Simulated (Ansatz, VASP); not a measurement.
# BPd4: VASP beside Ansatz

```
B Pd
1.0
    -2.76305    2.76305    2.76305
     2.76305   -2.76305    2.76305
     2.76305    2.76305   -2.76305
B Pd
1 4
Direct
  0.00000 0.00000 0.00000
  0.34960 0.34960 0.34960
  0.65040 0.00000 0.00000
  0.00000 0.00000 0.65040
  0.00000 0.65040 0.00000
```

Change from the starting cell: species swapped into the GeF4 type (I-43m, No. 217).

Alike in both runs: task single point; functional PBE; k mesh 4 × 4 × 4; occupations gaussian, width 0.1 eV; no spin polarisation.

|  | VASP | Ansatz |
| --- | --- | --- |
| version | VASP 6.6.1 | Ansatz 0.2.0 |
| potentials or method | VASP PAW PBE potentials, release 64 (B, Pd) | scalar-relativistic, plane waves, PAW |
| plane-wave cutoff (eV) | 520 | 420 |
| valence electrons in the cell | 43 | 75 |

Ansatz gave:

| Quantity | Value |
| --- | --- |
| gap on the k mesh at the Fermi level (eV) | none |
| rms of the force components (eV/Å) | 4.894 |

Task: Which values does VASP return?

Result: gap on the k mesh at the Fermi level (eV): none; rms of the force components (eV/Å): 5.015.

Atom by atom the forces differ by 0.121 eV/Å (rms over components). A gap of «none» marks a metal or a gap that the smearing closes. The two sets of potentials don't hold the same shells in valence.

Caveats: the k mesh is coarse (spacing up to 0.40 Å⁻¹), so the values aren't converged; forces of over 1 eV/Å show positions far from the minimum, so gaps and moduli don't describe the material at rest.
